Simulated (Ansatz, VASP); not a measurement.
# FeMo in two plane-wave programs, part 3 of 3

Aim: how closely do two programs agree when they are given the same cell, functional and k mesh? The cell is invented: As first built, before any earlier steps moved the atoms (in the runner's words): it takes the FeRu structure with some of its atoms replaced by other elements, volume scaled by an estimate. It may not be a known or stable phase. The cell is a member of a volume series, scaled by 0.94 from a relaxed one, so a pressure remains.

VASP 6.6.1 and Ansatz 0.2.0.

So far. Step 5 (Ansatz: single point, LDA, volume scaled by 0.96): The run ends at a pressure of 12.73 GPa. Step 6 (VASP: single point, LDA, volume scaled by 0.96): The run ends at a pressure of 12.85 GPa.

## Step 7: Comparison

Both answers:

```csv
quantity,Ansatz,VASP,difference
pressure (GPa),12.73,12.85,-0.12
pressure without Ansatz's Pulay correction (GPa),12.61,12.85,-0.24
```

Ansatz's pressure holds a Pulay correction of 0.12 GPa; VASP's holds none.

## Step 8: VASP: single point, LDA, volume scaled by 1.04

With cell and atoms fixed, the geometry can't cause a difference; cores, projectors, grids and the points listed under the comparison can. The cell compared in this pair holds 25.93 Å³, against 23.94 Å³ for the pair before.

Input file INCAR:

```
SYSTEM = FeMo
PREC = Accurate
ENCUT = 400
EDIFF = 1E-06
NELM = 100
ISMEAR = -1
SIGMA = 0.05
LREAL = .FALSE.
ALGO = Normal
GGA = CA
NBANDS = 18
ISPIN = 2
MAGMOM = 1 3
LMAXMIX = 4
LORBIT = 11
LWAVE = .FALSE.
LCHARG = .FALSE.
ISIF = 2
```

Input file POSCAR:

```
FeMo
1.0
    2.6769943332     -0.0000000272      0.0000000000
   -1.3384967072      2.3183452220      0.0000000000
    0.0000000000      0.0000000000      4.1780458686
Mo Fe
1 1
Direct
    0.6666666700      0.3333333300      0.0000000000
    0.0000000000      0.0000000000      0.5000000000
```

Input file KPOINTS:

```
Automatic mesh
0
Gamma
10 10 6
0 0 0
```

PAW data sets: Mo_sv and Fe (LDA family, release 64).

On the command line:

```console
mpirun -np 1 vasp_std
```

Numbers of over 12 decimals in the logs are rounded to 6 here.

Output:

```text
[... set-up lines as in an earlier step ...]
 entering main loop
       N       E                     dE             d eps       ncg     rms          rms(c)
DAV:   1     0.160736974471E+03    0.16074E+03   -0.10778E+04  4112   0.123E+03
DAV:   2    -0.183351669674E+02   -0.17907E+03   -0.17332E+03  4212   0.346E+02
DAV:   3    -0.230018000991E+02   -0.46666E+01   -0.45769E+01  4592   0.678E+01
DAV:   4    -0.230623392360E+02   -0.60539E-01   -0.60405E-01  4578   0.742E+00
[...]
DAV:  19    -0.209486216032E+02   -0.46832E-05   -0.44410E-05  6098   0.622E-02    0.125E-02
DAV:  20    -0.209486252417E+02   -0.36385E-05   -0.12442E-04  4916   0.117E-01    0.368E-03
DAV:  21    -0.209486254235E+02   -0.18182E-06   -0.99708E-06  5248   0.288E-02
   1 F= -.20948625E+02 E0= -.20935286E+02  d E =-.266784E-01  mag=    -0.0014
```

Parts of OUTCAR (step 8):

```text
  Total       -1.6336808     -1.6336810     -1.7119347     -0.0000003      0.0000000      0.0000000
  in kB     -100.9436576   -100.9436671   -105.7788928     -0.0000190      0.0000000      0.0000000
  external PRESSURE =    -102.5554058 kB  Pullay stress =       0.0000000 kB

 POSITION                                       TOTAL-FORCE (eV/Angst)
 -----------------------------------------------------------------------------------
      1.33850      0.77278      0.00000        -0.000000      0.000000      0.000000
      0.00000      0.00000      2.08902         0.000000     -0.000000      0.000000
 -----------------------------------------------------------------------------------
    total drift:                               -0.000020      0.000012      0.000000

  FREE ENERGIE OF THE ION-ELECTRON SYSTEM (eV)
  ---------------------------------------------------
  free  energy   TOTEN  =       -20.9486254235 eV

  energy  without entropy=      -20.9219470288  energy(sigma->0) =      -20.93528623

 magnetization (x)
# of ion       s       p       d       tot
------------------------------------------
    1        0.000  -0.000  -0.000  -0.000
    2        0.000   0.000  -0.002  -0.002
--------------------------------------------------
tot          0.000  -0.000  -0.002  -0.002

[... 1 part as in an earlier step ...]

[... 2 further parts left out ...]
[key lines of the parts left out:]
E-fermi :   9.8037
```

The run ends at a pressure of -10.26 GPa.

## Step 9: Ansatz: single point, LDA, volume scaled by 1.04

The same cell, functional (in two slightly different forms), mesh and smearing now go to Ansatz, which takes its cutoff from its data sets.

The cell is a member of a volume series, scaled by 1.04 from a relaxed one, so a pressure remains.

Input file input.yaml:

```yaml
crystal:
  lattice:
    - [2.6769943332, -2.72e-08, 0.0]
    - [-1.3384967072, 2.318345222, 0.0]
    - [0.0, 0.0, 4.1780458686]
  atoms:
    - { symbol: Mo, position: [0.66666667, 0.33333333, 0.0], spin: 1.0 }
    - { symbol: Fe, position: [0.0, 0.0, 0.5], spin: 3.0 }
hamiltonian:
  xc: lda
  pseudopotentials: { kind: paw }
magnetization:
  spin_polarized: true
kpoints:
  mp_grid: { grid: [10, 10, 6] }
scf:
  occupations: { method: fermi_dirac, width: 0.05 }
  n_extra_bands: 4
output:
  forces: true
  stress: true
  eigenvalues: true
```

On the command line:

```console
ansatz run input.yaml --threads 2 --pin off --max-ram 4608MiB --backend cpu --events-out ev --progress --plain --runs-dir out
```

Output:

```text
[...]
Crystal: 2 atoms, lattice volume = 25.930 Å³
Basis set: ecut = 420 eV, 523 PW (Γ)
Bands: 19, of which v1, the nominal top of the filled ones, is band 15 counted from 1 (14 counted from 0)
Symmetry: 12 space group operations
[...]
k-points: 56 of 600 (time reversal used)
[...]
k-point 0 ↑: bands = [... 11 lower, 19.1762, 19.4594, 19.9235, 19.9235, 19.9390, 19.9390, 22.0117, 23.4254]
  k-point 1 ↑: bands = [... 11 lower, 19.0551, 19.3286, 19.6054, 19.6054, 20.4154, 20.4154, 21.1797, 23.4322]
  k-point 2 ↑: bands = [... 11 lower, 18.9470, 19.0382, 19.2904, 19.2904, 19.6610, 20.9549, 20.9549, 23.4005]
  k-point 55 ↓: bands = [... 11 lower, 18.1187, 18.7710, 19.0140, 20.3414, 20.4454, 21.6552, 23.3507, 25.9416]
[key lines of the parts left out:]
SCF converged after 21 iterations
Magnetization: 0.0000 μB (15.0000 up, 15.0000 down)
Free energy (F): -9262.354301 eV
Fermi energy:    20.313596 eV
P = ⅓ Tr σ = -10.2378 GPa (-102.378 kbar)
```

Wall time 31 s (2 threads of Arm Neoverse N1, shared host); peak memory 0.34 GiB.

The run ends at a pressure of -10.24 GPa.

## Step 10: Side by side

The two programs side by side:

```csv
quantity,Ansatz,VASP,difference
pressure (GPa),-10.24,-10.26,+0.02
pressure without Ansatz's Pulay correction (GPa),-10.33,-10.26,-0.08
```

Ansatz's pressure holds a Pulay correction of 0.09 GPa; VASP's holds none.

## Step 11: What came out

| Item | Value |
| --- | --- |
| difference in pressure (single point, LDA, volume scaled by 0.94) | -0.22 GPa |
| difference in pressure (single point, LDA, volume scaled by 0.96) | -0.12 GPa |
| difference in pressure (single point, LDA, volume scaled by 1.04) | 0.018 GPa |

**Reading.** The difference in pressure is -0.22 GPa (single point, LDA, volume scaled by 0.94), within the 1 GPa picked in this series as the mark of a large difference. 1 further run of this series is not shown here. How closely two codes agree says nothing of how well the functional describes the real material.

[Lines on the potential files, build, host, timing and source positions are cut from VASP's logs without a mark.]

[Logs are printed without paths, hosts, clocks, repeated set-up lines and the standing remarks that a program may print on its own settings, such as how far it seeks lower states.]

[Hosts, paths, dates, database ids (printed as entryN), source tags and the programs' standing remarks are cut or masked in the printed files.]
